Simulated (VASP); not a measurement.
The system is SiNi.

```
CELL_PARAMETERS angstrom
5.17310 0.00000 0.00000
0.00000 3.33810 0.00000
0.00000 0.00000 5.60490
ATOMIC_POSITIONS crystal
Si 0.32128 0.75000 0.08250
Si 0.17872 0.25000 0.58250
Si 0.82128 0.75000 0.41750
Si 0.67872 0.25000 0.91750
Ni 0.00779 0.25000 0.18752
Ni 0.49221 0.75000 0.68752
Ni 0.50779 0.25000 0.31248
Ni 0.99221 0.75000 0.81248
```

| Item | Value |
| --- | --- |
| Program | VASP 6.6.1 |
| Task | relaxation of cell and atoms |
| Functional | r2SCAN |
| Potentials or basis | VASP PAW PBE potentials, release 64 (Si, Ni) |
| Cutoff | 600 eV |
| k mesh | 8 × 12 × 8 |
| Occupations | methfessel-paxton, width 0.1 eV |
| Spin | no spin polarisation |

At the start: pressure -3.3 GPa; volume 12.10 Å³/atom.

Q: Where does the relaxation end?

A: Over 15 steps the energy falls by 3.2 meV/atom and the volume is 11.89 Å³/atom (-1.7 %); space group Pnma (No. 62, to 0.05 Å).

The path:
| step | energy change (eV) | largest force (eV/Å) | pressure (GPa) | volume (Å³) |
| --- | --- | --- | --- | --- |
| 1 | 0.0000 | 0.1339 | -3.26 | 96.79 |
| 2 | -0.0018 | 0.0539 | 3.76 | 93.38 |
| 3 | -0.0204 | 0.0602 | 0.21 | 95.02 |
| 4 | -0.0232 | 0.0398 | 0.16 | 95.08 |
| 5 | -0.0248 | 0.0452 | 0.10 | 95.17 |
| 6 | -0.0249 | 0.0413 | 0.09 | 95.16 |
| 7 | -0.0253 | 0.0274 | -0.21 | 95.27 |
| 8 | -0.0254 | 0.0223 | -0.25 | 95.32 |
| 9 | -0.0257 | 0.0149 | -0.04 | 95.20 |
| 10 | -0.0257 | 0.0126 | 0.06 | 95.13 |
| 11 | -0.0257 | 0.0127 | 0.10 | 95.10 |
| 12 | -0.0258 | 0.0109 | 0.05 | 95.12 |
| 13 | -0.0258 | 0.0109 | 0.06 | 95.13 |
| 14 | -0.0259 | 0.0121 | 0.01 | 95.15 |
| 15 | -0.0259 | 0.0065 | 0.02 | 95.15 |

Final structure:
```cif
data_structure
_symmetry_space_group_name_H-M 'P 1'
_symmetry_Int_Tables_number 1
_cell_length_a 5.0932
_cell_length_b 3.3539
_cell_length_c 5.5704
_cell_angle_alpha 90.000
_cell_angle_beta 90.000
_cell_angle_gamma 90.000
_cell_volume 95.15
loop_
_atom_site_label
_atom_site_type_symbol
_atom_site_fract_x
_atom_site_fract_y
_atom_site_fract_z
_atom_site_occupancy
Si1 Si 0.32094 0.75000 0.08399 1
Si2 Si 0.17906 0.25000 0.58399 1
Si3 Si 0.82094 0.75000 0.41601 1
Si4 Si 0.67906 0.25000 0.91601 1
Ni1 Ni 0.00801 0.25000 0.18928 1
Ni2 Ni 0.49199 0.75000 0.68928 1
Ni3 Ni 0.50801 0.25000 0.31072 1
Ni4 Ni 0.99199 0.75000 0.81072 1
```

Caveat: the PAW data sets were made with another functional, which shifts forces and pressure a little.
